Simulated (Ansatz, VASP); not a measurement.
## BeRh4W in VASP and in Ansatz

```
Be Rh W
1.0
     0.00000    3.27043    3.27043
     3.27043    0.00000    3.27043
     3.27043    3.27043    0.00000
Be Rh W
1 4 1
Direct
  0.00000 0.00000 0.00000
  0.62577 0.12269 0.62577
  0.62577 0.62577 0.12269
  0.62577 0.62577 0.62577
  0.12269 0.62577 0.62577
  0.25000 0.25000 0.25000
```

Alike in both runs: task single point; functional PBE; k mesh 6 × 6 × 6; occupations gaussian, width 0.1 eV; no spin polarisation.

```csv
,VASP,Ansatz
version,VASP 6.6.1,Ansatz 0.2.0
potentials or method,"VASP PAW PBE potentials, release 64 (Be, Rh_pv, W_sv)","scalar-relativistic, plane waves, PAW"
plane-wave cutoff (eV),520,420
valence electrons in the cell,76,84
```

Ansatz gave:

| Property | Result |
| --- | --- |
| gap on the k mesh at the Fermi level (eV) | none |
| rms of the force components (eV/Å) | 0.084 |

Task: Estimate VASP's values.

Result: gap on the k mesh at the Fermi level (eV): none; rms of the force components (eV/Å): 0.094.

Atom by atom the forces differ by 0.010 eV/Å (rms over components). A gap of «none» marks a metal or a gap that the smearing closes. With one functional, cell and mesh, what is left measures potentials, basis and numerics. The two sets of potentials don't hold the same shells in valence.

 Spin-orbit coupling is left out, which matters for the levels of W.
